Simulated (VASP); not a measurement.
# GW on CaO (Lime), part 5 of 5

Aim: the quasiparticle gap of CaO (Lime), and what it costs to get it. The cell is of the rock-salt type, one of the forms listed for this formula. The start is a cell from a database of measured crystal structures.

VASP 6.6.1, plane waves and PAW; the level of theory is named at each step.

So far, quasiparticle gap on the mesh (eV): step 4 (evGW0, evGW0 on PBE) 6.45; step 5 (evGW, evGW on PBE) 7.27; step 6 (QPGW0, QPGW0 on PBE) 6.66. Also gap on the k-mesh (eV): step 3 (empty bands, functional PBE) 3.65; step 7 (orbitals for another starting point) 3.65.

### 8. Another starting point

This step: HSE06; plane waves and PAW (Ca_sv_GW, O_GW) (VASP 6.6.1).

To see how much the result owes to its start, the ground state is made again with HSE06. EDIFF is tight for accurate orbitals, and a narrow smearing avoids fractional occupations.

Contents of INCAR:

```
SYSTEM = CaO
PREC = Accurate
ENCUT = 440
EDIFF = 1E-08
NELM = 100
ISMEAR = 0
SIGMA = 0.01
LREAL = .FALSE.
ALGO = Normal
LHFCALC = .TRUE.
AEXX = 0.25
GGA = PE
HFSCREEN = 0.2
LASPH = .TRUE.
NBANDS = 14
PRECFOCK = Fast
LORBIT = 11
LWAVE = .TRUE.
LCHARG = .FALSE.
KPAR = 8
```

Contents of POSCAR:

```
CaO
1.0
    0.0000000000      2.4065000000      2.4065000000
    2.4065000000      0.0000000000      2.4065000000
    2.4065000000      2.4065000000      0.0000000000
Ca O
1 1
Direct
    0.0000000000      0.0000000000      0.0000000000
    0.5000000000      0.5000000000      0.5000000000
```

Contents of KPOINTS:

```
Automatic mesh
0
Gamma
4 4 4
0 0 0
```

The projector-augmented-wave data sets are Ca_sv_GW and O_GW (PBE family, release 64).

The run starts from files that an earlier step left in the folder.

On the command line:

```
> mpirun -np 8 vasp_std
```

The program printed:

```text
[banner, memory and clock lines left out]
running    8 mpi-ranks, on    1 nodes
 distrk:  each k-point on    1 cores,    8 groups
 distr:  one band on    1 cores,    1 groups

 POSCAR found type information on POSCAR CaO
 POSCAR found :  2 types and       2 ions
 [... a notice as in an earlier step ...]

 LDA part: xc-table for (Slater+PW92), standard interpolation
 found WAVECAR, reading the header
 POSCAR, INCAR and KPOINTS ok, starting setup
 FFT: planning ... GRIDC
 FFT: planning ... GRID_SOFT
 FFT: planning ... GRID
 reading WAVECAR
 the WAVECAR file was read successfully
 initial charge from wavefunction
 entering main loop
       N       E                     dE             d eps       ncg     rms          rms(c)
DAV:   1    -0.208317616274E+02   -0.20832E+02   -0.26956E-01   320   0.115E+01    0.114E+00
DAV:   2    -0.208259210426E+02    0.58406E-02   -0.32038E-02   342   0.238E+00    0.584E-01
DAV:   3    -0.208253187345E+02    0.60231E-03   -0.41124E-03   332   0.733E-01    0.382E-01
DAV:   4    -0.208246989589E+02    0.61978E-03   -0.78140E-04   272   0.422E-01    0.222E-01
DAV:   5    -0.208245708682E+02    0.12809E-03   -0.34011E-04   350   0.230E-01    0.132E-01
DAV:   6    -0.208245258196E+02    0.45049E-04   -0.18983E-05   352   0.731E-02    0.726E-02
DAV:   7    -0.208245132885E+02    0.12531E-04   -0.82411E-06   350   0.369E-02    0.401E-02
DAV:   8    -0.208245104204E+02    0.28681E-05   -0.26256E-06   296   0.269E-02    0.233E-02
DAV:   9    -0.208245096900E+02    0.73038E-06   -0.10221E-06   290   0.165E-02    0.131E-02
DAV:  10    -0.208245096195E+02    0.70522E-07   -0.30322E-07   342   0.803E-03    0.706E-03
DAV:  11    -0.208245096536E+02   -0.34096E-07   -0.78577E-08   320   0.440E-03    0.407E-03
DAV:  12    -0.208245097070E+02   -0.53471E-07   -0.31725E-08   290   0.268E-03    0.237E-03
DAV:  13    -0.208245097402E+02   -0.33141E-07   -0.94848E-09   172   0.158E-03    0.132E-03
DAV:  14    -0.208245097586E+02   -0.18436E-07   -0.64046E-09   130   0.137E-03    0.902E-04
DAV:  15    -0.208245097690E+02   -0.10431E-07   -0.39041E-09   154   0.111E-03    0.450E-04
DAV:  16    -0.208245097719E+02   -0.28626E-08   -0.28806E-09   130   0.983E-04
   1 F= -.20824510E+02 E0= -.20824510E+02  d E =-.922632-141
 writing wavefunctions
```

Wall time 14 s (8 MPI ranks of Intel Xeon Platinum 8559C (Emerald Rapids), shared host); peak memory 1.7 GiB; 1.7 min of CPU time.

From OUTCAR (step 8):

```text
   k-points           NKPTS =      8   k-points in BZ     NKDIM =     64   number of bands    NBANDS=     14

   NELECT =      16.0000    total number of electrons

  exchange ACFDT corr.  =         0.00000000  see jH, gK, PRB 81, 115126

 E-fermi :   3.6881

 k-point     1 :       0.0000    0.0000    0.0000
  band No.  band energies     occupation
    ...
      4     -16.0025      2.00000
      5     -13.5063      2.00000
      6       3.5101      2.00000
      7       3.5101      2.00000
      8       3.5102      2.00000
      9       9.7472      0.00000
     10      11.7221      0.00000
     11      11.7221      0.00000
     12      11.7221      0.00000
     13      13.3345      0.00000
    ...

 POSITION                                       TOTAL-FORCE (eV/Angst)
 -----------------------------------------------------------------------------------
      0.00000      0.00000      0.00000        -0.000000     -0.000000      0.000000
      2.40650      2.40650      2.40650         0.000000      0.000000     -0.000000
 -----------------------------------------------------------------------------------
    total drift:                               -0.000001     -0.000001     -0.000001

  FREE ENERGIE OF THE ION-ELECTRON SYSTEM (eV)
  ---------------------------------------------------
  free  energy   TOTEN  =       -20.8245097719 eV

  energy  without entropy=      -20.8245097719  energy(sigma->0) =      -20.82450977

[... 7 parts as in an earlier step ...]

[... 9 further parts left out ...]
```

The k-mesh is coarse for exact exchange; levels may shift by about 0.1 eV on a finer one. The PAW data sets were made with PBE, which is usual practice but a small mismatch for other functionals.

This step gave:

| Item | Value |
| --- | --- |
| free energy (TOTEN) | -20.82 eV |
| Fermi energy | 3.688 eV |
| gap on the k-mesh | 5.343 eV |
| least direct gap on the k-mesh | 5.774 eV |

### 9. Empty bands, functional HSE06

ALGO = Exact makes the empty bands from the converged ground state in one step. LOPTICS writes the k-derivatives of the orbitals (WAVEDER), which give the long-wavelength limit of the screening.

Contents of INCAR:

```
SYSTEM = CaO
PREC = Accurate
ENCUT = 440
ISMEAR = 0
SIGMA = 0.01
LREAL = .FALSE.
LHFCALC = .TRUE.
AEXX = 0.25
GGA = PE
HFSCREEN = 0.2
LASPH = .TRUE.
NBANDS = 184
PRECFOCK = Fast
ALGO = Exact
NELM = 1
LWAVE = .TRUE.
LCHARG = .FALSE.
LOPTICS = .TRUE.
NEDOS = 1000
CSHIFT = 0.1
```

POSCAR is that of step 8.

KPOINTS is that of step 8.

The run starts from files that an earlier step left in the folder.

On the command line:

```
> mpirun -np 8 vasp_std
```

The program printed:

```text
[... set-up lines as in an earlier step ...]
 entering main loop
       N       E                     dE             d eps       ncg     rms          rms(c)
DIA:   1    -0.208245097788E+02   -0.20825E+02    0.00000E+00     0   0.000E+00
   1 F= -.20824510E+02 E0= -.20824510E+02  d E =-.251936E-83
 writing wavefunctions
 optical routines
 imaginary and real dielectric function
 recalculating local potential from charge density
 direction            1
 direction            2
 direction            3
```

Wall time 26 s (8 MPI ranks); peak memory 1.8 GiB.

Parts of OUTCAR (step 9):

```text
 POSITION                                       TOTAL-FORCE (eV/Angst)
 -----------------------------------------------------------------------------------
      0.00000      0.00000      0.00000        -0.000000      0.000000     -0.000000
      2.40650      2.40650      2.40650         0.000000     -0.000000      0.000000
 -----------------------------------------------------------------------------------
    total drift:                               -0.000000     -0.000000     -0.000000

  FREE ENERGIE OF THE ION-ELECTRON SYSTEM (eV)
  ---------------------------------------------------
  free  energy   TOTEN  =       -20.8245097788 eV

  energy  without entropy=      -20.8245097788  energy(sigma->0) =      -20.82450978

[... 2 parts as in an earlier step ...]

[... 1 further part left out ...]
[key lines of the parts left out:]
E-fermi :   3.6459
```

### 10. G0W0

This step: G0W0 on HSE06; plane waves and PAW (Ca_sv_GW, O_GW) (VASP 6.6.1).

G0W0 keeps orbitals and screening fixed and shifts each of the lowest NBANDSGW levels once.

Contents of INCAR:

```
SYSTEM = CaO
PREC = Accurate
ENCUT = 440
ISMEAR = 0
SIGMA = 0.01
LREAL = .FALSE.
LHFCALC = .TRUE.
AEXX = 0.25
GGA = PE
HFSCREEN = 0.2
LASPH = .TRUE.
NBANDS = 184
PRECFOCK = Fast
ALGO = EVGW0
NELMGW = 1
ENCUTGW = 200
NOMEGA = 64
NBANDSGW = 16
LWAVE = .FALSE.
LCHARG = .FALSE.
```

POSCAR is that of step 9.

KPOINTS is that of step 9.

The run starts from files that an earlier step left in the folder.

On the command line:

```
> mpirun -np 8 vasp_std
```

The program printed:

```text
[banner, memory and clock lines left out]
running    8 mpi-ranks, on    1 nodes
 distrk:  each k-point on    8 cores,    1 groups
 distr:  one band on    1 cores,    8 groups

 POSCAR found type information on POSCAR CaO
 POSCAR found :  2 types and       2 ions
 [... a notice as in an earlier step ...]

 [... a notice as in an earlier step ...]

 LDA part: xc-table for (Slater+PW92), standard interpolation
 found WAVECAR, reading the header
 POSCAR, INCAR and KPOINTS ok, starting setup
 FFT: planning ... GRIDC
 FFT: planning ... GRID_SOFT
 FFT: planning ... GRID
 reading WAVECAR
 the WAVECAR file was read successfully
 initial charge from wavefunction
 available memory per node:    140.16 GB, setting MAXMEM to    143524

 The Fermi energy was updated, please check that it is located mid-gap
 values below the HOMO (VB) or above the LUMO (CB) will cause erroneous energies
 E-fermi :   6.1819

 calculate exact exchange contribution
 the WAVEDER file was read successfully
energies w=
    0.000    0.000    1.047    0.000    2.092    0.000    3.132    0.000
    4.166    0.000    5.190    0.000    6.205    0.000    7.207    0.000
    8.198    0.000    9.175    0.000   10.138    0.000   11.089    0.000
   12.026    0.000   12.951    0.000   13.864    0.000   14.767    0.000
   15.660    0.000   16.545    0.000   17.423    0.000   18.296    0.000
   19.166    0.000   20.034    0.000   20.903    0.000   21.773    0.000
   22.648    0.000   23.530    0.000   24.421    0.000   25.323    0.000
   26.240    0.000   27.174    0.000   28.128    0.000   29.106    0.000
   30.112    0.000   31.149    0.000   32.223    0.000   33.339    0.000
   34.501    0.000   35.719    0.000   36.998    0.000   38.348    0.000
   39.777    0.000   41.299    0.000   42.927    0.000   44.676    0.000
   46.566    0.000   48.618    0.000   50.863    0.000   53.330    0.000
   56.063    0.000   59.112    0.000   62.541    0.000   66.433    0.000
   70.893    0.000   76.063    0.000   82.130    0.000   89.355    0.000
   98.106    0.000  108.924    0.000  122.632    0.000  140.555    0.000
  164.960    0.000  200.083    0.000  254.868    0.000  351.996    0.000
 responsefunction array rank=     192
 LDA part: xc-table for (Slater+PW92), standard interpolation

 min. memory requirement per mpi rank    115.7 MB, per node    925.4 MB

 allocating   8 responsefunctions rank=   192
 shmem allocating  64 responsefunctions rank=   192
 response function shared by NCSHMEM nodes    1
 Doing            8  frequencies on each core in blocks of           64
NQ=   1    0.0000    0.0000    0.0000,
|.........|.........|.........|.........|.........|.........|.........|.........
 performed        227000 updates of chi_q(r,r)
 total number of BLAS operations         51.94 Gflops
NQ=   2    0.2500    0.0000    0.0000,
|.........|.........|.........|.........|.........|.........|.........|.........
 performed        666000 updates of chi_q(r,r)
 total number of BLAS operations        162.04 Gflops
NQ=   3    0.5000    0.0000    0.0000,
|.........|.........|.........|.........|.........|.........|.........|.........
 performed        999000 updates of chi_q(r,r)
 total number of BLAS operations        248.44 Gflops
NQ=   4    0.2500    0.2500    0.0000,
|.........|.........|.........|.........|.........|.........|.........|.........
 performed       1397000 updates of chi_q(r,r)
 total number of BLAS operations        349.34 Gflops
NQ=   5    0.5000    0.2500    0.0000,
|.........|.........|.........|.........|.........|.........|.........|.........
 performed       1930000 updates of chi_q(r,r)
 total number of BLAS operations        493.84 Gflops
NQ=   6   -0.2500    0.2500    0.0000,
|.........|.........|.........|.........|.........|.........|.........|.........
 performed       2404000 updates of chi_q(r,r)
 total number of BLAS operations        616.86 Gflops
NQ=   7    0.5000    0.5000    0.0000,
|.........|.........|.........|.........|.........|.........|.........|.........
 performed       2713000 updates of chi_q(r,r)
 total number of BLAS operations        706.32 Gflops
NQ=   8   -0.2500    0.5000    0.2500,
|.........|.........|.........|.........|.........|.........|.........|.........
 performed       3116000 updates of chi_q(r,r)
 total number of BLAS operations        806.43 Gflops
 resolving degeneracies of screened two electron integrals

 calculate QP shifts <psi_nk| G(iteration)W_0 |psi_nk>: iteration 1
 entering main loop
```

Elapsed: 13 s, on 8 MPI ranks; peak memory 2.2 GiB; 98 s of CPU time.

OUTCAR, selected parts (step 10):

```text
   NELECT =      16.0000    total number of electrons

 E-fermi :   6.1819

 QP shifts <psi_nk| G(iteration)W_0 |psi_nk>: iteration 1
 for sc-GW calculations column KS-energies equals QP-energies in previous step
 and V_xc(KS)=  KS-energies - (<T + V_ion + V_H > + <T+V_H+V_ion>^1  + <V_x>^1)
 k-point   1 :       0.0000    0.0000    0.0000
  band No.  KS-energies  QP-energies   sigma(KS)   V_xc(KS)     V^pw_x(r,r')   Z            occupation Imag(sigma)
    ...
      5     -13.5063     -13.9824     -22.7321     -22.0544     -30.7585       0.7027       2.0000       0.8135
      6       3.5102       3.1112     -20.8439     -20.3361     -24.5322       0.7857       2.0000       0.1239
      7       3.5102       3.1112     -20.8439     -20.3361     -24.5322       0.7857       2.0000       0.1239
      8       3.5102       3.1112     -20.8439     -20.3361     -24.5322       0.7857       2.0000       0.1239
      9       9.7473      10.2343      -9.6300     -10.2038      -5.9242       0.8488       0.0000      -0.0878
     10      11.7222      13.0447     -10.5889     -12.1694      -6.2595       0.8368       0.0000      -0.1169
     11      11.7222      13.0447     -10.5889     -12.1694      -6.2595       0.8368       0.0000      -0.1169
     12      11.7222      13.0447     -10.5889     -12.1694      -6.2595       0.8368       0.0000      -0.1169
    ...

 k-point   2 :       0.2500    0.0000    0.0000
  band No.  KS-energies  QP-energies   sigma(KS)   V_xc(KS)     V^pw_x(r,r')   Z            occupation Imag(sigma)
    ...
      5     -12.7245     -13.3742     -23.6410     -22.7463     -30.8270       0.7262       2.0000       0.7189
      6       1.9156       1.3675     -18.7405     -18.0400     -22.3085       0.7826       2.0000       0.1421
      7       2.8382       2.4143     -20.0843     -19.5430     -23.7461       0.7832       2.0000       0.1306
      8       2.8382       2.4143     -20.0843     -19.5430     -23.7461       0.7832       2.0000       0.1306
      9      11.6135      12.5852      -9.8925     -11.0487      -5.7256       0.8404       0.0000      -0.1129
     10      12.0254      12.8227     -11.6451     -12.6098      -7.8488       0.8265       0.0000      -0.1047
     11      12.7734      14.2236     -11.2061     -12.9581      -6.7086       0.8278       0.0000      -0.1332
     12      12.7734      14.2236     -11.2061     -12.9581      -6.7086       0.8278       0.0000      -0.1332
    ...

[... 8 parts as in an earlier step ...]

[... 8 further parts left out ...]
```

Numbers from this step:

```yaml
quasiparticle_gap_on_the_mesh: 6.633 eV
smallest_direct_quasiparticle_gap_on_the_mesh: 7.116 eV
gap_of_the_starting_orbitals_on_the_mesh: 5.343 eV
```

GW takes the gap from 5.343 to 6.633 eV. That is +720 meV against the one-shot pass on PBE. The value holds for 184 bands, ENCUTGW = 200 eV and this mesh, and isn't shown to be converged in them.

### 11. Summary

This step: GW series: evGW0 on PBE, evGW on PBE, QPGW0 on PBE, G0W0 on HSE06; plane waves and PAW (VASP 6.6.1).

This step runs nothing: it gathers the runs above.

Cost is wall time times ranks on a shared host, with the step that makes the empty bands. GW runs:

| level | bands | ENCUTGW (eV) | NOMEGA | k mesh | starting gap (eV) | quasiparticle gap (eV) | direct gap (eV) | cost (core minutes) |
| --- | --- | --- | --- | --- | --- | --- | --- | --- |
| evGW0 on PBE | 184 | 200 | 64 | 4x4x4 | 3.647 | 6.448 | 6.757 | 6.56 |
| evGW on PBE | 184 | 200 | 64 | 4x4x4 | 3.647 | 7.274 | 7.548 | 5.63 |
| QPGW0 on PBE | 184 | 200 | 64 | 4x4x4 | 3.647 | 6.661 | 7.1 | 15.63 |
| G0W0 on HSE06 | 184 | 200 | 64 | 4x4x4 | 5.343 | 6.633 | 7.116 | 5.2 |

### 12. Outcome

```yaml
evgw0_on_pbe_184_bands_encutgw_200_ev_nomega_64_mesh_4x4x4: 3.647 → 6.448 eV
evgw_on_pbe_184_bands_encutgw_200_ev_nomega_64_mesh_4x4x4: 3.647 → 7.274 eV
qpgw0_on_pbe_184_bands_encutgw_200_ev_nomega_64_mesh_4x4x4: 3.647 → 6.661 eV
g0w0_on_hse06_184_bands_encutgw_200_ev_nomega_64_mesh_4x4x4: 5.343 → 6.633 eV
```

In words: evGW0 gives a quasiparticle gap of 6.448 eV on the mesh, 2.80 eV over the PBE gap on the same mesh. On mesh and path the starting valence top lies at Γ and the conduction bottom at (0.5, 0.5, 0), so the starting gap is indirect. Both points lie on the GW mesh. Over the final values of the levels run here the gap spans 6.45 to 7.27 eV. In evGW0 the first pass, which is the one-shot result, gives 5.913 eV and pass 4 gives 6.448 eV; the last pass changed the gap by +17 meV, so more passes would move it further. In evGW the first pass, which is the one-shot result, gives 5.913 eV and pass 4 gives 7.274 eV; the last pass changed the gap by +103 meV, so more passes would move it further. In QPGW0 the first pass gives 5.857 eV and pass 4 gives 6.661 eV; the last pass changed the gap by +112 meV, so more passes would move it further. One-shot gaps: 5.913 eV from PBE and 6.633 eV from HSE06. The starting gaps span 1.70 eV and the one-shot gaps 0.72 eV. Bands, response cutoff and mesh weren't tested for convergence. On a mesh this coarse the value is a test of cost more than a converged gap. Not tabulated here, as repeats of values shown or as unfit to read for their mesh, reference level or band range: eps2 curves (empty bands); eps1 curves and static values (empty bands); gaps (empty bands).

[Lines on the potential files, build, host, timing and source positions are cut from VASP's logs without a mark.]

[Logs are printed without paths, hosts, clocks, repeated set-up lines and the standing remarks that a program may print on its own settings, such as how far it seeks lower states.]

[Hosts, paths, dates, database ids (printed as entryN), source tags and the programs' standing remarks are cut or masked in the printed files.]

[Pressures printed for these runs are not shown converged in the cutoff: they can be off by several GPa and have the wrong sign.]
